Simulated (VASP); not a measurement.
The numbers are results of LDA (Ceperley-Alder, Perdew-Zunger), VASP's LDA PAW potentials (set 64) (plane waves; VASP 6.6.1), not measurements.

A VASP calculation is set up with these files.

**INCAR**
```
SYSTEM = WSi2
PREC = Accurate; ENCUT = 520; LREAL = F
LASPH = T
EDIFF = 1E-6; NELM = 100; ALGO = Normal
LMAXMIX = 6
ISMEAR = 1; SIGMA = 0.1
IBRION = 2; NSW = 60; ISIF = 3
EDIFFG = -0.02
LWAVE = F; LCHARG = F
```

**POSCAR**
```
WSi2
1
   -1.5955615883     1.5955615883     3.8877135847
    1.5955615883    -1.5955615883     3.8877135847
    1.5955615883     1.5955615883    -3.8877135847
Si W
2 1
Direct
  0.6649679614   0.6649679614   0.0000000000
  0.3350320386   0.3350320386   0.0000000000
  0.0000000000   0.0000000000   0.0000000000
```

KPOINTS:
```
Automatic mesh
0
Gamma
12 12 12
0 0 0
```

POTCAR, in this order: Si W_sv (LDA.64 set). Program: vasp_std.

Output

OSZICAR:
```
       N       E                     dE             d eps       ncg     rms          rms(c)
DAV:   1     0.123554711503E+03    0.12355E+03   -0.11228E+04  4898   0.148E+03
DAV:   2    -0.239315862858E+02   -0.14749E+03   -0.14572E+03  5611   0.359E+02
DAV:   3    -0.281787766403E+02   -0.42472E+01   -0.41389E+01  6598   0.521E+01
DAV:   4    -0.282100587729E+02   -0.31282E-01   -0.31277E-01  5597   0.523E+00
DAV:   5    -0.282104578708E+02   -0.39910E-03   -0.39909E-03  6550   0.590E-01    0.266E+01
DAV:   6    -0.274767537281E+02    0.73370E+00   -0.39384E+00  5863   0.149E+01    0.944E+00
DAV:   7    -0.273805106581E+02    0.96243E-01   -0.26470E-01  5499   0.315E+00    0.459E+00
DAV:   8    -0.273565023639E+02    0.24008E-01   -0.45594E-02  6269   0.178E+00    0.277E-01
DAV:   9    -0.273559613752E+02    0.54099E-03   -0.11156E-03  5772   0.292E-01    0.160E-01
DAV:  10    -0.273558143136E+02    0.14706E-03   -0.29549E-04  6115   0.178E-01    0.356E-02
DAV:  11    -0.273558092507E+02    0.50629E-05   -0.32961E-05  6241   0.478E-02    0.167E-02
DAV:  12    -0.273558091180E+02    0.13278E-06   -0.16414E-06  4114   0.871E-03
   1 F= -.27355809E+02 E0= -.27355817E+02  d E =-.273558E+02
       N       E                     dE             d eps       ncg     rms          rms(c)
DAV:   1    -0.273571687736E+02   -0.13595E-02   -0.36704E-02  5338   0.204E+00    0.261E-01
DAV:   2    -0.273563442120E+02    0.82456E-03   -0.24558E-03  6164   0.461E-01    0.815E-02
DAV:   3    -0.273561587609E+02    0.18545E-03   -0.30101E-04  5996   0.140E-01    0.431E-02
DAV:   4    -0.273561308751E+02    0.27886E-04   -0.70084E-05  6066   0.729E-02    0.292E-02
DAV:   5    -0.273561300871E+02    0.78793E-06   -0.38495E-06  5646   0.160E-02
   2 F= -.27356130E+02 E0= -.27356155E+02  d E =-.320969E-03
       N       E                     dE             d eps       ncg     rms          rms(c)
DAV:   1    -0.273561940008E+02   -0.63126E-04   -0.14829E-03  5345   0.411E-01    0.530E-02
DAV:   2    -0.273561607440E+02    0.33257E-04   -0.98916E-05  6115   0.928E-02    0.166E-02
DAV:   3    -0.273561531891E+02    0.75548E-05   -0.12166E-05  6003   0.280E-02    0.856E-03
DAV:   4    -0.273561520340E+02    0.11552E-05   -0.26730E-06  4227   0.146E-02    0.583E-03
DAV:   5    -0.273561520145E+02    0.19482E-07   -0.32198E-07  2585   0.544E-03
   3 F= -.27356152E+02 E0= -.27356173E+02  d E =-.342897E-03
```

OUTCAR:
```
------------------------ aborting loop because EDIFF is reached ----------------------------------------
  FORCE on cell =-STRESS in cart. coord.  units (eV):
  Direction    XX          YY          ZZ          XY          YZ          ZX
  --------------------------------------------------------------------------------------
  Total        0.0416571      0.0416571     -0.0113839      0.0000000     -0.0000000      0.0000000
  in kB        1.6878662      1.6878662     -0.4612517      0.0000000     -0.0000000      0.0000000
  external PRESSURE =       0.9714936 kB  Pullay stress =       0.0000000 kB
  volume of cell :       39.54
      direct lattice vectors                 reciprocal lattice vectors
    -1.593836318  1.593836318  3.891476809     0.000000000  0.313708500  0.128485926
     1.593836318 -1.593836318  3.891476809     0.313708500  0.000000000  0.128485926
     1.593836318  1.593836318 -3.891476809     0.313708500  0.313708500  0.000000000
 POSITION                                       TOTAL-FORCE (eV/Angst)
 -----------------------------------------------------------------------------------
      0.00000      0.00000      5.17834         0.000000      0.000000      0.016421
      0.00000      0.00000      2.60461         0.000000      0.000000     -0.016421
      0.00000      0.00000     -0.00000        -0.000000     -0.000000      0.000000
 -----------------------------------------------------------------------------------
    total drift:                                0.000000     -0.000000      0.000000
  FREE ENERGIE OF THE ION-ELECTRON SYSTEM (eV)
  ---------------------------------------------------
  free  energy   TOTEN  =       -27.3561520145 eV

  energy  without entropy=      -27.3562149612  energy(sigma->0) =      -27.35617300

 reached required accuracy - stopping structural energy minimisation
```
(Selected blocks of OUTCAR.)

CONTCAR:
```
WSi2
   1.00000000000000
    -1.5938363176354036    1.5938363176354036    3.8914768088092400
     1.5938363176354036   -1.5938363176354036    3.8914768088092400
     1.5938363176354036    1.5938363176354036   -3.8914768088092400
  Si              W
     2     1
Direct
     0.6653436704503745    0.6653436704503745    0.0000000000000000
     0.3346563295496256    0.3346563295496256    0.0000000000000000
     0.0000000000000000    0.0000000000000000    0.0000000000000000
```

The compound is WSi2 in the MoSi2 type structure. This run relaxes it. Symmetry was kept, so distortions that lower it aren't found. The start is the result of an earlier pass.
